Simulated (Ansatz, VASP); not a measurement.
# Ti6C5 (TiC(111), Ti ends): VASP beside Ansatz, part 2 of 2

Aim: how closely do two programs agree when they are given the same cell, functional and k mesh?

VASP 6.6.1 and Ansatz 0.2.0.

So far: Set-up; VASP: single point, PBEsol.

**3. Ansatz: single point, PBEsol**

Level of this step: Ansatz beside VASP: Kohn-Sham DFT, plane waves, PBEsol (Ansatz).

Ansatz runs on its default PAW (the set named soft_2) files.

The same cell, functional, mesh and smearing now go to Ansatz, which takes its cutoff from its data sets.

input.yaml reads:

```yaml
crystal:
  lattice:
    - [3.047630227, 0.0, 0.0]
    - [-1.523815113, 2.639325198, 0.0]
    - [0.0, 0.0, 28.441898301]
  atoms:
    - { symbol: Ti, position: [0.0, 0.0, 0.2882071133] }
    - { symbol: Ti, position: [0.666666667, 0.333333333, 0.3722086045] }
    - { symbol: Ti, position: [0.333333333, 0.666666667, 0.4572923758] }
    - { symbol: Ti, position: [0.0, 0.0, 0.5427076242] }
    - { symbol: Ti, position: [0.666666667, 0.333333333, 0.6277913955] }
    - { symbol: Ti, position: [0.333333333, 0.666666667, 0.7117928867] }
    - { symbol: C, position: [0.333333333, 0.666666667, 0.3236923683] }
    - { symbol: C, position: [0.0, 0.0, 0.4129740753] }
    - { symbol: C, position: [0.666666667, 0.333333333, 0.5] }
    - { symbol: C, position: [0.333333333, 0.666666667, 0.5870259247] }
    - { symbol: C, position: [0.0, 0.0, 0.6763076317] }
hamiltonian:
  xc: pbesol
  pseudopotentials: { kind: paw }
kpoints:
  mp_grid: { grid: [12, 12, 1] }
scf:
  occupations: { method: methfessel_paxton, width: 0.1 }
  n_extra_bands: 6
efield:
  axis: 3
  dipole_correction: true
  ramp_width: 0.04
output:
  forces: true
  eigenvalues: true
```

Launch:

```bash
$ ansatz run input.yaml --threads 8 --pin off --max-ram 18432MiB --backend cpu --events-out ev --progress --plain --runs-dir out
```

Numbers of over 12 decimals in the logs are rounded to 6 here.

The program printed:

```text
scf.n_extra_bands = 6 over 46 filled bands (N_el = 92.0): the run solves 52 bands
Engine: ansatz 0.2.0, aarch64-unknown-linux-gnu
Pseudopotentials: kind: paw
Pseudopotential: Ti, paw, valence charge 12, recommended cutoff 420 eV (normal), Ti.paw.azcp
Pseudopotential: C, paw, valence charge 4, recommended cutoff 420 eV (normal), C.paw.azcp
Functional definition: PBEsol
  exchange = pbesol_x
  correlation = pbesol_c
Crystal: 11 atoms, lattice volume = 228.778 Å³
Basis set: ecut = 420 eV, 4463 PW (Γ), exchange–correlation on 48×48×384 points (8 copies of the dense FFT grid, shifted against one another)
Bands: 52, of which v1, the nominal top of the filled ones, is band 46 counted from 1 (45 counted from 0)
Symmetry: 6 space group operations
k-points: 19 of 144 (time reversal used)
Non-local potential: Ti, projectors of the file, l = 0: 3, l = 1: 2, l = 2: 3, l = 3: 1
Non-local potential: C, projectors of the file, l = 0: 2, l = 1: 2, l = 2: 1
PAW form: soft (Blöchl's): semilocal exchange-correlation on the pseudo side does not see the compensation charge
PAW frozen core: Ti, regenerated for the run's functional, and the local potential with it (the file was generated under x = pbe(κ = 0.804, μ = 0.219515), c = pbe(β = 0.066725))
PAW frozen core: C, regenerated for the run's functional, and the local potential with it (the file was generated under x = pbe(κ = 0.804, μ = 0.219515), c = pbe(β = 0.066725))
PAW one-centre angular grid: Ti, 590 points (default); XC on 64 Gauss nodes
PAW one-centre angular grid: C, 110 points (default); XC on 64 Gauss nodes
Initial density: superposition of atomic densities (neutral atoms: chi_scale 0, normalization atom), corrected by the library's trained network
Initial wavefunctions: pseudopotential atomic-orbital guess
Functional: x = pbesol(κ = 0.804, μ = 0.123457), c = pbesol(β = 0.046)
SCF iter   1: F=—  HF=-16084.350589 eV  |F-HF|=—  |Δ(HF+E_count)|=         —  Δρ=7.44e-3  dr2=4.74e-1  ethr=1.77e-3  p=0.000 e·Å  D=5.88e-14 V/Å  ΔV_dip=-0.00 eV  dr2_dipole=6.70e-8  V_vac-E_F(+/−)=4.31/4.31 eV  ⟨swp⟩=7.5  Hψ=4489  notcnv=0
efield: sawtooth ramp at fractional position 0.9800 (placed from the atoms, in the widest stretch of the axis that holds none; the zero of the levels goes with the place), width 0.0400; the density the first Hamiltonian is built on has a dipole p = 0.000 e·Å; the dipole correction subtracts the counter field D = 5.88e-14 V/Å, which shifts the + side's vacuum level by -0.00 eV against the − side's; the planar-averaged density in the ramp window peaks in size at 1.8e-5 e/Å³
preconditioner: auto → LDOS  [metal: Δε(μ)=0.029 eV  Ē_g=5.548 eV  σ=0.100 eV  W_gap=0.24  n_scr=20 (ndim 8)  ℏωp=16.3 eV  f_vac=0.445  D(μ)=6.87/eV (n_scr^D=20)  β→1.0]
SCF iter   2: F=—  HF=-16084.346569 eV  |F-HF|=—  |Δ(HF+E_count)|=   4.02e-3  S|Δr|=    0.00e0  Δρ=6.96e-3  dr2=1.38e-1  ethr=5.15e-4  p=0.000 e·Å  D=2.56e-5 V/Å  ΔV_dip=-0.00 eV  dr2_dipole=5.07e-6  V_vac-E_F(+/−)=4.60/4.60 eV  ⟨swp⟩=2.0  Hψ=1698  notcnv=0  defer=10
SCF iter   3: F=—  HF=-16084.328108 eV  |F-HF|=—  |Δ(HF+E_count)|=   1.85e-2  S|Δr|=    0.00e0  Δρ=3.38e-3  dr2=4.31e-2  ethr=1.50e-4  p=0.000 e·Å  D=1.67e-5 V/Å  ΔV_dip=-0.00 eV  dr2_dipole=1.33e-7  V_vac-E_F(+/−)=4.62/4.62 eV  ⟨swp⟩=2.2  Hψ=1494  notcnv=0  defer=10
SCF iter   4: F=—  HF=-16084.322116 eV  |F-HF|=—  |Δ(HF+E_count)|=   5.99e-3  S|Δr|=    0.00e0  Δρ=6.85e-4  dr2=4.51e-3  ethr=4.68e-5  p=0.000 e·Å  D=4.20e-6 V/Å  ΔV_dip=-0.00 eV  dr2_dipole=1.94e-7  V_vac-E_F(+/−)=4.66/4.66 eV  ⟨swp⟩=2.2  Hψ=1458  notcnv=0  defer=10
SCF iter   5: F=—  HF=-16084.321932 eV  |F-HF|=—  |Δ(HF+E_count)|=   1.84e-4  S|Δr|=    0.00e0  Δρ=3.75e-4  dr2=5.73e-4  ethr=4.90e-6  p=0.000 e·Å  D=1.22e-6 V/Å  ΔV_dip=-0.00 eV  dr2_dipole=5.24e-9  V_vac-E_F(+/−)=4.71/4.71 eV  ⟨swp⟩=2.0  Hψ=1297  notcnv=0  defer=10
SCF iter   6: F=—  HF=-16084.321890 eV  |F-HF|=—  |Δ(HF+E_count)|=   4.26e-5  S|Δr|=    0.00e0  Δρ=1.39e-4  dr2=5.25e-5  ethr=6.23e-7  p=-0.000 e·Å  D=-9.42e-8 V/Å  ΔV_dip=0.00 eV  dr2_dipole=4.94e-9  V_vac-E_F(+/−)=4.72/4.72 eV  ⟨swp⟩=2.0  Hψ=1385  notcnv=0  defer=10
SCF iter   7: F=—  HF=-16084.322076 eV  |F-HF|=—  |Δ(HF+E_count)|=   1.86e-4  S|Δr|=    0.00e0  Δρ=4.93e-5  dr2=1.27e-5  ethr=5.71e-8  p=-0.000 e·Å  D=-9.79e-8 V/Å  ΔV_dip=0.00 eV  dr2_dipole=5.44e-10  V_vac-E_F(+/−)=4.73/4.73 eV  ⟨swp⟩=2.6  Hψ=1429  notcnv=0  defer=10
SCF iter   8: F=—  HF=-16084.322079 eV  |F-HF|=—  |Δ(HF+E_count)|=   2.76e-6  S|Δr|=    0.00e0  Δρ=1.78e-5  dr2=2.12e-6  ethr=1.38e-8  p=0.000 e·Å  D=7.51e-8 V/Å  ΔV_dip=-0.00 eV  dr2_dipole=5.09e-11  V_vac-E_F(+/−)=4.73/4.73 eV  ⟨swp⟩=2.0  Hψ=1302  notcnv=0  defer=10
SCF iter   9: F=—  HF=-16084.322079 eV  |F-HF|=—  |Δ(HF+E_count)|=   5.12e-7  S|Δr|=    0.00e0  Δρ=9.38e-6  dr2=2.99e-7  ethr=2.30e-9  p=-0.000 e·Å  D=-1.33e-8 V/Å  ΔV_dip=0.00 eV  dr2_dipole=1.89e-12  V_vac-E_F(+/−)=4.74/4.74 eV  ⟨swp⟩=2.4  Hψ=1390  notcnv=0  defer=10
SCF iter  10: F=-16084.322079 eV  HF=-16084.322079 eV  |F-HF|=1.29e-8  |Δ(HF+E_count)|=   2.34e-8  S|Δr|=    0.00e0  Δρ=3.79e-6  dr2=4.43e-8  ethr=1.09e-10  p=-0.000 e·Å  D=-1.55e-8 V/Å  ΔV_dip=0.00 eV  dr2_dipole=3.71e-12  V_vac-E_F(+/−)=4.74/4.74 eV  ⟨swp⟩=10.2  Hψ=4343  notcnv=0
SCF 1 converged in 10 iterations: F = -16084.322079 eV  dr2 = 4.43e-8
  greatest PAW one-centre occupation: 0.999 electrons in one spin orbital (limit 2), on the Ti atom at site 2 (counted from 0), in its partial waves of l = 0
SCF converged after 10 iterations
Stability not checked: this state was not tested for a lower state beside it, because cold or Methfessel-Paxton smearing, or corrected tetrahedra, fill the levels in a way that the test cannot read (fill_not_monotonic; see scf.lower_state_search)
Free energy (F): -16084.322079 eV
Harris-Foulkes:  -16084.322079 eV  (|F-HF|=1.29e-8)
Internal energy: -16084.324225 eV  (E = F + TS)
E sigma→0 (E₀):  -16084.322616 eV
Entropy (-TS):   0.002145 eV (0.195 meV/atom)
Fermi energy:    5.378852 eV
Dipole field:    D = 0.000002 V/Å  (p = 0.000003 e·Å, saw-weighted, corrected)
Work function:   Φ+ = 4.7368 eV   Φ− = 4.7369 eV
Levels:          The Fermi level and band energies are counted from a zero that moves with the ramp; work functions are not
--- Per-component energies (eV) ---
  E_band       = -1553.545170
  E_kinetic    = 2090.571299
  E_local      = -122169.511631  (includes V_loc(G=0)·N_el)
  E_nonlocal   = 179.048510
  E_hartree    = 60217.223291
  E_xc         = -828.874703
  E_vxc        = -1039.305329  (∫ρ·V_xc dr)
  E_paw        = -6606.038209  (= ΣΔE_a)
  E_vpaw       = -1048.794588  (= ΣTr[D̂ρ^β])
  E_aug_tail   = 0.000765  (compensation charges beyond the density's cutoff)
  E_efield     = 0.000000  (sawtooth field / dipole correction)
  E_vefield    = 0.000000  (∫n·V_field dr)
  E_ewald      = 51032.314645
  E_core_change = 0.941808  (= ΣΔE_core)
  E_smearing   = 0.002145  (= −TS)
  E_closure    = -0.000000  (closes the sum)
  Σ components = -16084.322079   (vs F -16084.322079, Δ=0.00e0)
--- Forces (eV/Å), atoms counted from 1 ---
  atom   1  Ti    -0.00000000     0.00000000     0.02437455
  atom   2  Ti    -0.00000000     0.00000000     0.01366690
  atom   3  Ti     0.00000000     0.00000000    -0.02036446
  atom   4  Ti     0.00000000    -0.00000000     0.02036434
  atom   5  Ti     0.00000000    -0.00000000    -0.01366584
  atom   6  Ti     0.00000000    -0.00000000    -0.02437670
  atom   7  C      0.00000000    -0.00000000    -0.00705566
  atom   8  C      0.00000000    -0.00000000     0.01181353
  atom   9  C     -0.00000000    -0.00000000    -0.00000247
  atom  10  C     -0.00000000     0.00000000    -0.01181219
  atom  11  C     -0.00000000     0.00000000     0.00705538
  max |Σ_I F_I| component: 2.62e-6 eV/Å
--- Band table (eV; the first three rows and the last of 19) ---
  k-point 0: bands = [... 42 lower, 4.9984, 5.0509, 5.0509, 5.1275, 5.9537, 5.9537, 6.0722, 6.3684, ... 2 higher]
  k-point 1: bands = [... 42 lower, 4.5630, 4.8876, 5.0642, 5.1657, 5.7624, 6.0685, 6.1687, 6.2544, ... 2 higher]
  k-point 2: bands = [... 42 lower, 4.1999, 4.5620, 5.0697, 5.1562, 5.3181, 6.0097, 6.3021, 6.3915, ... 2 higher]
  k-point 18: bands = [... 42 lower, 3.0459, 3.0909, 5.3142, 5.3145, 5.9210, 5.9210, 7.1428, 7.1428, ... 2 higher]
```

Elapsed: 6 s, on 8 threads of Arm Neoverse N1, shared host; peak memory 0.83 GiB; 43 s of CPU time.

Reading the cycles: dr2 is the Hartree energy of the density residual (eV), the measure of convergence; HF is the Harris–Foulkes estimate of the energy, which meets the free energy F at convergence.

**4. Side by side**

Known differences besides the potentials themselves: the cutoff is 420 eV in Ansatz and 400 eV in VASP (PREC = Normal, projectors in real space); Ansatz makes its cores anew for this functional, VASP keeps those of its PBE data sets. Total energies have different zeros and are not compared.

The two programs side by side:

```tsv
quantity	Ansatz	VASP	difference
work function, lower of the two faces (eV)	4.74	4.71	+0.03
work function, higher of the two faces (eV)	4.74	4.71	+0.03
```

At this near-relaxed geometry the largest component of a force difference is 22 meV/Å. VASP's log warns that it found no field-free region in the vacuum, so its work functions are uncertain.

**5. Results**

```json
{
  "difference in work function, higher of the two faces (single point, PBEsol)": "0.029 eV"
}
```

What this shows: The difference in work function, higher of the two faces is 0.029 eV (single point, PBEsol). How closely two codes agree says nothing of how well the functional describes the real material.

[Lines on the potential files, build, host, timing and source positions are cut from VASP's logs without a mark.]

[Logs are printed without paths, hosts, clocks, repeated set-up lines and the standing remarks that a program may print on its own settings, such as how far it seeks lower states.]

[Hosts, paths, dates, database ids (printed as entryN), source tags and the programs' standing remarks are cut or masked in the printed files.]
